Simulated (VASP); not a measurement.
# PdB (relaxed from the CsCl type structure, space group Pm-3m): computed properties

Computed with PBEsol GGA, VASP's PBE PAW potentials (set 64) (plane waves; VASP).

| Quantity | Result |
|---|---|
| space group | Pm-3m (221) |
| cell | a = b = c = 2.745 Å, α = β = γ = 90.00° |
| volume per atom | 10.34 Å^3/atom |
| band gap (over mesh and band path) | none (metal, semimetal or under 0.01 eV) |
| density | 9.41 g/cm³ |

```yaml
crystal:
  lattice:
    - [2.74481, 0.00000, 0.00000]
    - [0.00000, 2.74481, 0.00000]
    - [0.00000, 0.00000, 2.74481]
  atoms:
    - { symbol: Pd, position: [0.00000, 0.00000, 0.00000] }
    - { symbol: B, position: [0.50000, 0.50000, 0.50000] }
```

The structure was generated: PdB was put into the CsCl type type (Pm-3m), which need not be its known phase. It was relaxed first, which changed the volume by -15 %. Symmetry was kept, so distortions that lower it aren't found. The electron count is odd and the run is not spin-polarised, which forces a metal.
